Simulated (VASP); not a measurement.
Here is the system:

```xyz
6
Lattice="4.7507 0.0000 0.0000 0.0000 4.7507 0.0000 0.0000 0.0000 3.2559" Properties=species:S:1:pos:R:3 pbc="T T T"
Mn     0.0000     0.0000     0.0000
Mn     2.3753     2.3753     1.6280
F      1.4359     1.4359     0.0000
F      3.8112     0.9395     1.6280
F      0.9395     3.8112     1.6280
F      3.3148     3.3148     0.0000
```
Starting moments (μB, in the order of the record's atoms Mn Mn F F F F): 4.5 -4.5 0.0 0.0 0.0 0.0.

Method: PBE GGA, VASP's PBE PAW potentials (set 64) (plane waves; VASP). Settings: 620 eV cut-off, 5×5×7 Γ-centred mesh, Gaussian smearing of 0.050 eV, potentials Mn_pv F.

Energy and stress use the plane-wave basis of the starting cell.

### Question
The ions, cell shape and volume at an external pressure of 20.0 GPa are relaxed. Give the cell that the relaxation ends in.

### Answer

```xyz
6
Lattice="4.6156 0.0000 0.0000 0.0000 4.6156 0.0000 0.0000 0.0000 3.2243" Properties=species:S:1:pos:R:3 pbc="T T T"
Mn     0.0000     4.6156     0.0000
Mn     2.3078     2.3078     1.6121
F      1.4004     1.4004     0.0000
F      3.7082     0.9074     1.6121
F      0.9074     3.7082     1.6121
F      3.2152     3.2152     0.0000
```
Space group P4_2/mnm (136), at a tolerance of 0.03 Å. The cell ends with 0.00 μB, on the sites 4.48 -4.48 -0.03 0.03 0.03 -0.03 μB.

### Question
How do energy and volume change from the first to the last step?

### Answer
The energy (σ→0) changes by +73.2 meV/atom and the volume by -6.5 %, in 11 ionic steps.

The compound is MnF2 in the rutile structure. This run relaxes it under an external pressure of 20 GPa. Symmetry was kept, so distortions that lower it aren't found.
